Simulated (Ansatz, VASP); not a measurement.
# Cross-check of CaB6 between VASP and Ansatz, part 2 of 2

Wanted: the spread between two codes on one cell, functional and k mesh.

VASP 6.6.1 and Ansatz 0.2.0.

So far. Step 3 (VASP: band structure, PBEsol): The run ends at a pressure of 0.44 GPa, with forces up to 1.3 eV/Å.

The database entry behind the starting cell differs from later determinations by our own check (0.1 to 0.3 % short, old inner coordinate), so it need not match the best structure at ambient conditions.

## (4) Side by side

Known differences besides the potentials themselves: Ansatz makes its cores anew for this functional, VASP keeps those of its PBE data sets; VASP leaves aspherical gradient terms in its spheres out (LASPH is not set), Ansatz keeps them. Total energies have different zeros and are not compared.

The two programs side by side:

| quantity | Ansatz | VASP | difference |
| --- | --- | --- | --- |
| pressure (GPa) | 0.01 | 0.44 | -0.44 |
| pressure without Ansatz's Pulay correction (GPa) | -0.24 | 0.44 | -0.68 |
| gap over the path points (eV) | 0.110 | 0.110 | 0.000 |

Forces (eV/Å; atoms numbered as in POSCAR):

| atom | Ansatz x, y, z | VASP x, y, z |
| --- | --- | --- |
| Ca1 | 0.000, 0.000, 0.000 | 0.000, 0.000, 0.000 |
| B2 | 0.000, 0.000, 1.287 | 0.000, 0.000, 1.326 |
| B3 | 0.000, 0.000, -1.287 | 0.000, 0.000, -1.326 |
| B4 | 1.287, 0.000, 0.000 | 1.326, 0.000, 0.000 |
| B5 | -1.287, 0.000, 0.000 | -1.326, 0.000, 0.000 |
| B6 | 0.000, 1.287, 0.000 | 0.000, 1.326, 0.000 |
| B7 | 0.000, -1.287, 0.000 | 0.000, -1.326, 0.000 |

Levels at points of the path, from each program's valence-band top (eV; 4 filled, then empty):

| k (reciprocal lattice) | Ansatz | VASP |
| --- | --- | --- |
| 0.000 0.000 0.000 | -4.88 -0.37 -0.37 -0.37 3.20 3.20 3.20 | -4.87 -0.37 -0.37 -0.37 3.20 3.20 3.20 |
| 0.000 0.091 0.000 | -4.52 -0.59 -0.59 -0.34 2.44 3.44 3.44 | -4.51 -0.59 -0.59 -0.34 2.44 3.44 3.44 |
| 0.000 0.182 0.000 | -3.72 -1.08 -1.08 -0.27 1.62 3.73 3.77 | -3.71 -1.08 -1.08 -0.27 1.63 3.73 3.77 |
| 0.000 0.318 0.000 | -2.41 -1.83 -1.83 -0.12 0.65 3.58 3.58 | -2.40 -1.83 -1.83 -0.12 0.65 3.58 3.58 |
| 0.000 0.409 0.000 | -2.17 -2.17 -1.74 -0.03 0.25 3.42 3.42 | -2.17 -2.17 -1.73 -0.03 0.25 3.42 3.42 |
| 0.000 0.500 0.000 | -2.29 -2.29 -1.49 0.00 0.11 3.36 3.36 | -2.29 -2.29 -1.48 0.00 0.11 3.37 3.37 |
| 0.091 0.500 0.000 | -2.60 -2.31 -1.45 -0.29 0.39 3.34 3.67 | -2.60 -2.31 -1.44 -0.29 0.39 3.35 3.67 |
| 0.227 0.500 0.000 | -2.99 -2.42 -1.35 -1.29 1.33 3.28 4.42 | -2.98 -2.43 -1.34 -1.29 1.34 3.29 4.43 |
| 0.318 0.500 0.000 | -2.51 -2.13 -1.94 -1.28 2.06 3.25 4.47 | -2.51 -2.12 -1.94 -1.27 2.06 3.26 4.48 |
| 0.455 0.500 0.000 | -2.59 -2.55 -1.27 -1.21 3.10 3.25 4.21 | -2.59 -2.55 -1.26 -1.20 3.11 3.25 4.22 |

The forces differ by 21 meV/Å r.m.s., which is 2.9 % of the r.m.s. force of 0.71 eV/Å (both taken over all components). Among the levels compared at these points, filled levels agree within 13 meV and empty ones within 10 meV. Ansatz's pressure holds a Pulay correction of 0.25 GPa; VASP's holds none.

## (5) VASP: band structure, PBE-EpsX with an exact-exchange share of 0.13

Levels along a path test the potential and the projectors away from the mesh points.

The run reads the wave functions of an earlier VASP run, which isn't shown here.

The input, INCAR:

```
SYSTEM = CaB6
PREC = Accurate
ENCUT = 420
EDIFF = 1E-06
NELM = 100
ISMEAR = 0
SIGMA = 0.02
LREAL = .FALSE.
ALGO = Normal
LHFCALC = .TRUE.
AEXX = 0.13
GGA = PE
LASPH = .TRUE.
NBANDS = 21
PRECFOCK = Fast
HFRCUT = -1
LORBIT = 11
LWAVE = .FALSE.
LCHARG = .FALSE.
KPAR = 8
```

The input, POSCAR:

```
CaB6
1.0
    4.1450000000      0.0000000000      0.0000000000
    0.0000000000      4.1450000000      0.0000000000
    0.0000000000      0.0000000000      4.1450000000
Ca B
1 6
Direct
    0.5000000000      0.5000000000      0.5000000000
    0.0000000000      0.0000000000      0.2930000000
    0.0000000000      0.0000000000      0.7070000000
    0.2930000000      0.0000000000      0.0000000000
    0.7070000000      0.0000000000      0.0000000000
    0.0000000000      0.2930000000      0.0000000000
    0.0000000000      0.7070000000      0.0000000000
```

The input, KPOINTS:

```
Automatic mesh
0
Gamma
4 4 4
0 0 0
```

The input, KPOINTS_OPT:

```
Line mode
6
Line-mode
Reciprocal
  0.00000000   0.00000000   0.00000000 GAMMA
  0.00000000   0.50000000   0.00000000 X

  0.00000000   0.50000000   0.00000000 X
  0.50000000   0.50000000   0.00000000 M

  0.50000000   0.50000000   0.00000000 M
  0.00000000   0.00000000   0.00000000 GAMMA

  0.00000000   0.00000000   0.00000000 GAMMA
  0.50000000   0.50000000   0.50000000 R

  0.50000000   0.50000000   0.50000000 R
  0.00000000   0.50000000   0.00000000 X

  0.50000000   0.50000000   0.00000000 M
  0.50000000   0.50000000   0.50000000 R
```

Potentials, in the order of the species: Ca_sv and B (PBE family, release 64).

On the command line:

```sh
$ mpirun -np 8 vasp_std
```

Numbers of over 12 decimals in the logs are rounded to 6 here.

Log:

```text
[banner, memory and clock lines left out]
running    8 mpi-ranks, on    1 nodes
[...]
[... a notice as in an earlier step ...]

 LDA part: xc-table for (Slater+PW92), standard interpolation
 found WAVECAR, reading the header
 POSCAR, INCAR and KPOINTS ok, starting setup
[...]
HFRCUT set to (new)   10.285411
 reading WAVECAR
 the WAVECAR file was read successfully
 initial charge from wavefunction
 entering main loop
       N       E                     dE             d eps       ncg     rms          rms(c)
DAV:   1    -0.482006412559E+02   -0.48201E+02   -0.18420E-01   499   0.301E+00    0.328E-01
DAV:   2    -0.482012010816E+02   -0.55983E-03   -0.59486E-03   531   0.583E-01    0.204E-01
DAV:   3    -0.482007097561E+02    0.49133E-03   -0.49760E-04   552   0.172E-01    0.117E-01
DAV:   4    -0.482005833151E+02    0.12644E-03   -0.13120E-04   598   0.822E-02    0.679E-02
DAV:   5    -0.482005465624E+02    0.36753E-04   -0.24157E-05   592   0.349E-02    0.400E-02
[...]
DAV:   7    -0.482005313937E+02    0.35324E-05   -0.15502E-06   463   0.974E-03    0.139E-02
DAV:   8    -0.482005304394E+02    0.95436E-06   -0.62861E-07   403   0.649E-03
   1 F= -.48200530E+02 E0= -.48200530E+02  d E =-.743250E-32
 Start KPOINTS_OPT (optional k-point list driver)
k-point batch [1-10\36]
       N       E                     dE             ncg
DAV:   1    -0.343109040475E+03   -0.44673E+04      420
DAV:   2    -0.208014604238E+04   -0.17370E+04      494
DAV:   3    -0.220698162689E+04   -0.12684E+03      702
DAV:   4    -0.221129790478E+04   -0.43163E+01      587
DAV:   5    -0.221139492924E+04   -0.97024E-01      654
DAV:   6    -0.221139668739E+04   -0.17581E-02      632
DAV:   7    -0.221139672241E+04   -0.35020E-04      691
DAV:   8    -0.221139672283E+04   -0.42859E-06      492
[...]
k-point batch [31-36\36]
       N       E                     dE             ncg
DAV:   1     0.248243040258E+04   -0.55432E+04      252
DAV:   2     0.143201060661E+04   -0.10504E+04      320
DAV:   3     0.136101313553E+04   -0.70997E+02      408
DAV:   4     0.135897683458E+04   -0.20363E+01      348
DAV:   5     0.135892253659E+04   -0.54298E-01      398
DAV:   6     0.135892205813E+04   -0.47846E-03      358
DAV:   7     0.135892205011E+04   -0.80210E-05      393
DAV:   8     0.135892204997E+04   -0.14482E-06      270
```

Parts of OUTCAR (step 5):

```text
 POSITION                                       TOTAL-FORCE (eV/Angst)
 -----------------------------------------------------------------------------------
      2.07250      2.07250      2.07250         0.000000      0.000000      0.000000
      0.00000      0.00000      1.21448         0.000000      0.000000      1.252334
      0.00000      0.00000      2.93052         0.000000     -0.000000     -1.252334
      1.21448      0.00000      0.00000         1.252334      0.000000      0.000000
      2.93052      0.00000      0.00000        -1.252334      0.000000     -0.000000
      0.00000      1.21448      0.00000         0.000000      1.252334      0.000000
      0.00000      2.93052      0.00000        -0.000000     -1.252334     -0.000000
 -----------------------------------------------------------------------------------
    total drift:                                0.000000      0.000000      0.000000

  FREE ENERGIE OF THE ION-ELECTRON SYSTEM (eV)
  ---------------------------------------------------
  free  energy   TOTEN  =       -48.2005304394 eV

  energy  without entropy=      -48.2005304394  energy(sigma->0) =      -48.20053044

[... 1 part as in an earlier step ...]

[... 2 further parts left out ...]
[key lines of the parts left out:]
E-fermi :   4.3094
```

## (6) Ansatz: band structure, PBE-EpsX with an exact-exchange share of 0.13

The same cell, functional, mesh and smearing now go to Ansatz, which takes its cutoff from its data sets.

The input, input.yaml:

```yaml
crystal:
  lattice:
    - [4.145, 0.0, 0.0]
    - [0.0, 4.145, 0.0]
    - [0.0, 0.0, 4.145]
  atoms:
    - { symbol: Ca, position: [0.5, 0.5, 0.5] }
    - { symbol: B, position: [0.0, 0.0, 0.293] }
    - { symbol: B, position: [0.0, 0.0, 0.707] }
    - { symbol: B, position: [0.293, 0.0, 0.0] }
    - { symbol: B, position: [0.707, 0.0, 0.0] }
    - { symbol: B, position: [0.0, 0.293, 0.0] }
    - { symbol: B, position: [0.0, 0.707, 0.0] }
hamiltonian:
  xc: { exchange: pbe, correlation: pbe, exx: { coeff: 0.13 } }
  pseudopotentials: { kind: paw }
kpoints:
  mp_grid: { grid: [4, 4, 4] }
  band_path:
    path:
      - [0.0, 0.0, 0.0]
      - [0.0, 0.3, 0.0]
      - [0.0, 0.5, 0.0]
      - [0.3, 0.5, 0.0]
      - [0.5, 0.5, 0.0]
      - [0.2, 0.2, 0.0]
      - [0.1, 0.1, 0.1]
      - [0.4, 0.4, 0.4]
      - [0.4, 0.5, 0.4]
      - [0.1, 0.5, 0.1]
      - [0.5, 0.5, 0.1]
      - [0.5, 0.5, 0.5]
    npoints: 1
scf:
  occupations: { method: gaussian, width: 0.02 }
  n_extra_bands: 9
output:
  forces: true
  stress: true
  eigenvalues: true
```

On the command line:

```sh
$ ansatz run input.yaml --threads 4 --pin off --max-ram 9216MiB --backend cpu --events-out ev --progress --plain --runs-dir out
```

Log:

```text
[...]
--- Band table (eV; the first three rows and the last of 10) ---
  k-point 0: bands = [... 10 lower, 2.5115, 7.4750, 7.4750, 7.4750, 11.8293, 11.8293, 11.8293, 12.3300, ... 5 higher]
  k-point 1: bands = [... 10 lower, 4.4899, 6.2968, 6.2968, 7.6481, 9.6925, 12.4464, 12.4464, 12.6951, ... 5 higher]
  k-point 2: bands = [... 10 lower, 5.4210, 5.4210, 6.1465, 7.8461, 8.6779, 12.0957, 12.0957, 12.6134, ... 5 higher]
  k-point 9: bands = [... 10 lower, 3.3741, 6.7871, 6.7871, 6.7871, 12.9925, 13.7953, 13.7953, 13.8711, ... 5 higher]
[key lines of the parts left out:]
Free energy (F): -2756.172061 eV
Fermi energy:    8.261988 eV
P = ⅓ Tr σ = 1.2970 GPa (12.970 kbar)
```

Run time: 24 s. Hardware: 4 threads of Intel Xeon Platinum 8488C (Sapphire Rapids), shared host; peak memory 0.96 GiB.

## (7) Side by side

What differs besides the data sets and the points named for the pairs above, as far as they apply: exact exchange at q = 0 is treated differently, which shows on coarse meshes; VASP keeps PBE cores, Ansatz makes them for the functional; VASP takes a coarser grid for exact exchange (PRECFOCK = Fast). Total energies have different zeros and are not compared.

Compared:

| quantity | Ansatz | VASP | difference |
| --- | --- | --- | --- |
| gap over the path points (eV) | 0.832 | 0.850 | -0.019 |

Forces (eV/Å; atoms numbered as in POSCAR):

| atom | Ansatz x, y, z | VASP x, y, z |
| --- | --- | --- |
| Ca1 | 0.000, 0.000, 0.000 | 0.000, 0.000, 0.000 |
| B2 | 0.000, 0.000, 1.216 | 0.000, 0.000, 1.252 |
| B3 | 0.000, 0.000, -1.216 | 0.000, 0.000, -1.252 |
| B4 | 1.216, 0.000, 0.000 | 1.252, 0.000, 0.000 |
| B5 | -1.216, 0.000, 0.000 | -1.252, 0.000, 0.000 |
| B6 | 0.000, 1.216, 0.000 | 0.000, 1.252, 0.000 |
| B7 | 0.000, -1.216, 0.000 | 0.000, -1.252, 0.000 |

Levels at points of the path, from each program's valence-band top (eV; 4 filled, then empty):

| k (reciprocal lattice) | Ansatz | VASP |
| --- | --- | --- |
| 0.000 0.000 0.000 | -5.33 -0.37 -0.37 -0.37 3.98 3.98 3.98 | -5.33 -0.38 -0.38 -0.38 4.00 4.00 4.00 |
| 0.000 0.300 0.000 | -2.85 -1.84 -1.84 -0.14 1.50 4.50 4.50 | -2.83 -1.84 -1.84 -0.14 1.51 4.52 4.52 |
| 0.000 0.500 0.000 | -2.42 -2.42 -1.70 0.00 0.83 4.25 4.25 | -2.42 -2.42 -1.69 0.00 0.85 4.27 4.27 |
| 0.300 0.500 0.000 | -2.63 -2.56 -1.91 -1.49 2.71 4.09 5.54 | -2.63 -2.54 -1.91 -1.48 2.73 4.10 5.56 |
| 0.500 0.500 0.000 | -2.74 -2.74 -1.40 -1.40 4.04 4.04 5.16 | -2.74 -2.74 -1.39 -1.39 4.06 4.06 5.18 |
| 0.200 0.200 0.000 | -3.58 -2.21 -1.51 -0.86 3.05 3.29 5.05 | -3.57 -2.20 -1.51 -0.85 3.06 3.30 5.07 |
| 0.100 0.100 0.100 | -4.67 -1.03 -1.03 -0.63 3.57 3.57 4.23 | -4.67 -1.03 -1.03 -0.63 3.58 3.58 4.24 |
| 0.400 0.400 0.400 | -4.23 -1.63 -1.36 -1.36 5.46 5.67 5.67 | -4.22 -1.62 -1.35 -1.35 5.47 5.70 5.70 |
| 0.400 0.500 0.400 | -4.21 -1.53 -1.34 -1.09 5.45 5.73 5.75 | -4.21 -1.52 -1.33 -1.08 5.46 5.75 5.77 |
| 0.100 0.500 0.100 | -2.83 -2.81 -1.58 -0.67 1.49 4.38 4.79 | -2.83 -2.81 -1.58 -0.66 1.50 4.39 4.81 |

The forces differ by 19 meV/Å r.m.s., which is 2.9 % of the r.m.s. force of 0.67 eV/Å (both taken over all components). Among the levels compared at these points, filled levels agree within 14 meV and empty ones within 24 meV.

## (8) What came out

| Quantity | Value |
| --- | --- |
| difference in gap over the path points (band structure, PBEsol) | 4.0e-4 eV |
| r.m.s. force difference (band structure, PBEsol) | 2.9 % of the r.m.s. force |
| difference in gap over the path points (band structure, PBE-EpsX with an exact-exchange share of 0.13) | -0.019 eV |
| r.m.s. force difference (band structure, PBE-EpsX with an exact-exchange share of 0.13) | 2.9 % of the r.m.s. force |

What this shows: The r.m.s. force difference is 2.9 % of the r.m.s. force (band structure, PBEsol), at about the 3 % picked in this series as the mark of a large difference. Such differences can come from data sets, numerical settings and the points named under the comparisons, not from the functional's error against experiment.

[Lines on the potential files, build, host, timing and source positions are cut from VASP's logs without a mark.]

[Logs are printed without paths, hosts, clocks, repeated set-up lines and the standing remarks that a program may print on its own settings, such as how far it seeks lower states.]

[Hosts, paths, dates, database ids (printed as entryN), source tags and the programs' standing remarks are cut or masked in the printed files.]
